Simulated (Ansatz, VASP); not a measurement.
# One calculation of As2Se, two programs

File INCAR:

```
PREC = Accurate
ENCUT = 520
EDIFF = 1E-6
ISMEAR = 0
SIGMA = 0.1
LREAL = False
LASPH = True
NELM = 60
ALGO = Normal
ISIF = 2
LWAVE = False
LCHARG = False
GGA = PS
NBANDS = 25
```

KPOINTS

```
Automatic mesh
0
Gamma
  2 2 2
```

The input POSCAR:

```
As2Se
1.0
   -3.4800018534      3.5698611133      2.7138155991
    3.4650551887     -3.5484554452      2.6654646872
    3.5467117958      3.6151653877     -2.6853447008
As Se
4 2
Direct
    0.8355842107      0.1169847537      0.7361899387
    0.3812144167      0.1323833428      0.2542506889
    0.8723221829      0.6409321473      0.7534716218
    0.8809949345      0.1285998075      0.2467674228
    0.4934291546      0.4786172632     -0.0251834135
    0.2223645900      0.7165762535      0.5090905786
```

Input for Ansatz:

```yaml
crystal:
  lattice:
    - [-3.4800018534, 3.5698611133, 2.7138155991]
    - [3.4650551887, -3.5484554452, 2.6654646872]
    - [3.5467117958, 3.6151653877, -2.6853447008]
  atoms:
    - { symbol: As, position: [0.8355842107, 0.1169847537, 0.7361899387] }
    - { symbol: As, position: [0.3812144167, 0.1323833428, 0.2542506889] }
    - { symbol: As, position: [0.8723221829, 0.6409321473, 0.7534716218] }
    - { symbol: As, position: [0.8809949345, 0.1285998075, 0.2467674228] }
    - { symbol: Se, position: [0.4934291546, 0.4786172632, -0.0251834135] }
    - { symbol: Se, position: [0.22236459, 0.7165762535, 0.5090905786] }
basis:
  ecutwfc: 420
kpoints:
  mp_grid: { grid: [2, 2, 2] }
hamiltonian:
  xc: pbesol
scf:
  occupations: { method: gaussian, width: 0.1 }
output:
  forces: true
  stress: true
  eigenvalues: true
```

Change from the starting cell: kmesh displaced: [2, 2, 2] Gamma-centred.

Alike in both runs: task single point; functional PBEsol; k mesh 2 × 2 × 2; occupations gaussian, width 0.1 eV; no spin polarisation.

|  | VASP | Ansatz |
| --- | --- | --- |
| version | VASP 6.6.1 | Ansatz 0.2.0 |
| potentials or method | VASP PAW PBE potentials, release 64 (As, Se) | scalar-relativistic, plane waves, PAW |
| plane-wave cutoff (eV) | 520 | 420 |
| valence electrons in the cell | 32 | 92 |

```csv
,VASP,Ansatz,Ansatz less VASP
gap on the k mesh at the Fermi level (eV),none,none,-
pressure (GPa),-3.8,-3.9,-0.14
largest component of the traceless stress (GPa),4.37,4.39,+0.023
rms of the force components (eV/Å),0.278,0.276,-0.0020
```

Atom by atom the forces differ by 0.006 eV/Å (rms over components). A gap of «none» marks a metal or a gap that the smearing closes. With one functional, cell and mesh, what is left measures potentials, basis and numerics. The two sets of potentials don't hold the same shells in valence.

Caveats: the k mesh is coarse (spacing up to 0.74 Å⁻¹), so the values aren't converged; the PAW data sets were made with another functional, which shifts forces and pressure a little (VASP).
